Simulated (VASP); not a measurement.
A run of VASP 6.6.1 is set up as follows.

POSCAR

```
Bi2Te3
1.0
    2.1958106691      1.2677518809     10.4503916138
   -2.1958106691      1.2677518809     10.4503916138
    0.0000000000     -2.5355037618     10.4503916138
Bi Te
2 3
Direct
    0.3983528042      0.3983528042      0.3983528042
    0.6016471958      0.6016471958      0.6016471958
    0.0000000000      0.0000000000      0.0000000000
    0.2135723118      0.2135723118      0.2135723118
    0.7864276882      0.7864276882      0.7864276882
```

INCAR.step1

```
SYSTEM = Bi2Te3
ALGO = Normal
EDIFF = 1E-4
ENCUT = 520
GGA = PE
ISMEAR = 0
LASPH = .True.
LCHARG = .False.
LREAL = .False.
LWAVE = .True.
NBANDS = 32
NELM = 100
PREC = Accurate
SIGMA = 0.01
```

INCAR.step2

```
SYSTEM = Bi2Te3
ALGO = Normal
EDIFF = 1E-7
ENCUT = 520
ISIF = 2
ISMEAR = 0
ISTART = 1
LASPH = .True.
LCHARG = .False.
LMIXTAU = .True.
LREAL = .False.
LWAVE = .False.
METAGGA = R2SCAN
NBANDS = 32
NELM = 100
PREC = Accurate
SIGMA = 0.01
```

Contents of KPOINTS:

```
k-points
0
Gamma
  6 6 6
  0 0 0
```

Potentials or basis: VASP PAW PBE potentials, release 64 (Bi_d, Te).

Launch:

```console
$ cat potpaw_PBE.64/Bi_d/POTCAR potpaw_PBE.64/Te/POTCAR > POTCAR
$ cp INCAR.step1 INCAR
$ mpirun -np 1 vasp_std > vasp.out
$ cp INCAR.step2 INCAR
$ mpirun -np 1 vasp_std > vasp.out
```

(1) Predict the largest force.

(2) What does it give for the pressure?

## Answers

(1) 0.009 eV/Å.

(2) 0.9 GPa.

Caveat: the PAW data sets were made with another functional, which shifts forces and pressure a little; spin-orbit coupling is left out, which as a rule narrows the gap of such compounds by several tenths of an eV.

**The experiment to reproduce.**

From “Vacancy and Antisite-Induced Ferromagnetism in Liquid-Phase Exfoliated Bi2Te3”, 2024, arxiv:2412.10539, for a bulk crystal of Bi2Te3: band gap 0.17 eV.

Measured gap of Bi2Te3: 0.17 eV (quoted in “Vacancy and Antisite-Induced Ferromagnetism in Liquid-Phase Exfoliated Bi2Te3”, 2024, arxiv:2412.10539). This calculation gives 0.68 eV (+0.51 eV). Spin-orbit coupling on Bi, Te is left out. The value is that of r2SCAN on a finite k mesh, which can miss the band edges, without temperature or zero-point motion.
